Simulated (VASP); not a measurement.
```yaml
crystal:
  lattice:
    - [3.82890, 0.00000, 0.00000]
    - [-1.91445, 3.31593, 0.00000]
    - [0.00000, 0.00000, 6.31810]
  atoms:
    - { symbol: Ga, position: [0.33333, 0.66667, 0.00074] }
    - { symbol: Ga, position: [0.66667, 0.33333, 0.50074] }
    - { symbol: P, position: [0.33333, 0.66667, 0.37426] }
    - { symbol: P, position: [0.66667, 0.33333, 0.87426] }
```

These are PBEsol GGA, VASP's PBE PAW potentials (set 64) (plane waves; VASP) values and carry that method's errors. Numerical set-up: 500 eV cut-off, 7×7×4 Γ-centred mesh, Gaussian smearing of 0.050 eV, potentials Ga_d P.

Problem. Estimate the energy per atom (σ→0).

Solution. 
```yaml
energy per atom (σ→0): -4.952 eV/atom
```

Only differences to runs with the same potentials and settings are physical.

The structure was generated: GaP was put into the wurtzite type (P6_3mc), which need not be its known phase. It was relaxed first, which changed the volume by +8 %.
